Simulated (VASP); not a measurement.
An input for Ansatz (written as the equivalent of a VASP run, and not itself run):

Ansatz 0.2 input:
```yaml
crystal:
  lattice:
    - [1.7769707, 1.0259345, 4.8346357]
    - [-1.7769707, 1.0259345, 4.8346357]
    - [0.0000000, -2.0518690, 4.8346357]
  atoms:
    - { symbol: In, position: [0.2503416, 0.2503416, 0.2503416] }
    - { symbol: In, position: [0.7496584, 0.7496584, 0.7496584] }
kpoints:
  mp_grid: { grid: [11, 11, 11] }
hamiltonian:
  xc: pbesol
  pseudopotentials: { kind: paw }
scf:
  occupations: { method: methfessel_paxton, width: 0.1 }
  max_iter: 100
relax:
  max_steps: 60
  f_tol: 0.01
  cell: {}
output: { forces: true, stress: true, eigenvalues: true }
```

Task: Translate this input to VASP (INCAR, KPOINTS, POSCAR, choice of POTCAR).

Result: One answer among several that fit: 
POSCAR:
```
In
1
    1.7769707197     1.0259345024     4.8346356984
   -1.7769707197     1.0259345024     4.8346356984
    0.0000000000    -2.0518690048     4.8346356984
In
2
Direct
  0.2503416244   0.2503416244   0.2503416244
  0.7496583756   0.7496583756   0.7496583756
```

INCAR:
```
SYSTEM  =  In
PREC  =  Accurate; ENCUT  =  400; LREAL  =  F
LASPH  =  T
EDIFF  =  1E-6; NELM  =  100; ALGO  =  Normal
LMAXMIX  =  4
ISMEAR  =  1; SIGMA  =  0.1
GGA  =  PS
IBRION  =  2; NSW  =  60; ISIF  =  3
EDIFFG  =  -0.01
LWAVE  =  F; LCHARG  =  F
```

**KPOINTS**
```
Automatic
0
gamma
 11 11 11
```

POTCAR, in this order: In_d (PBE.64 set). Program: vasp_std.

What does not carry over: each code has its own PAW files, so the cut-off isn't converted (ENCUT is set for VASP's; basis.ecutwfc is left out, and Ansatz then takes the one that its files recommend); Ansatz stops its SCF on the density residual and VASP on the energy change (EDIFF).

The structure was generated: In was put into the A7 type (R-3m), which need not be its known phase. This run relaxes it. Symmetry was kept, so distortions that lower it aren't found. The start is the result of an earlier pass.
